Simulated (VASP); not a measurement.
The input files of a VASP run:

**KPOINTS**
```
K-points
0
G
 14 14 8
0 0 0
```

File POSCAR:
```
Os
1.0
  1.3645017211  -2.3633859554   0.0000000000
  1.3645017211   2.3633859554   0.0000000000
  0.0000000000   0.0000000000   4.3031284702
Os
2
Cartesian
  1.3645017211   0.7877968941   1.0757821175
  1.3645017211  -0.7877968941   3.2273463526
```

### INCAR
```
# general
SYSTEM  = Os
PREC    = Accurate
ENCUT   = 480
LREAL   = F
LASPH   = T

# electronic loop
EDIFF   = 1E-7
NELM    = 100
ALGO    = Normal
LMAXMIX = 6

# smearing
ISMEAR  = 1
SIGMA   = 0.1

# functional
GGA     = PS

# ions
IBRION  = 2
NSW     = 40
ISIF    = 3
EDIFFG  = -0.01
PSTRESS = 10

# output
LWAVE   = F
LCHARG  = F
```

POTCAR, in this order: Os (PBE.64 set). Program: vasp_std.

Problem. Translate this PBEsol calculation to Quantum ESPRESSO's pw.x.

Solution. One equivalent input (not run):
```
&CONTROL
  calculation = 'vc-relax'
  pseudo_dir = './pseudo'
  outdir = './out'
  tprnfor = .true.
  tstress = .true.
  nstep = 40
  forc_conv_thr = 0.00039
/
&SYSTEM
  ibrav = 0
  nat = 2
  ntyp = 1
  ecutwfc = 74
  occupations = 'smearing'
  smearing = 'methfessel-paxton'
  degauss = 0.00735
  input_dft = 'pbesol'
/
&ELECTRONS
  conv_thr = 7.3e-09
  electron_maxstep = 100
/
&IONS
/
&CELL
  press = 10
/
ATOMIC_SPECIES
  Os 190.230 Os.upf
CELL_PARAMETERS angstrom
     1.3645017   -2.3633860    0.0000000
     1.3645017    2.3633860    0.0000000
     0.0000000    0.0000000    4.3031285
ATOMIC_POSITIONS crystal
  Os   0.3333330  0.6666670  0.2500000
  Os   0.6666670  0.3333330  0.7500000
K_POINTS automatic
  14 14 8 0 0 0
```
Limits of the translation: the potentials are each code's own (VASP's PAW set, PseudoDojo norm-conserving files in pw.x), so ENCUT and ecutwfc are chosen apart and not converted; conv_thr bounds pw.x's estimated SCF error, while EDIFF bounds the energy change between steps; forc_conv_thr acts on force components and is met together with etot_conv_thr.

The compound is Os in the hcp structure. It was relaxed first under an external pressure of 1 GPa.
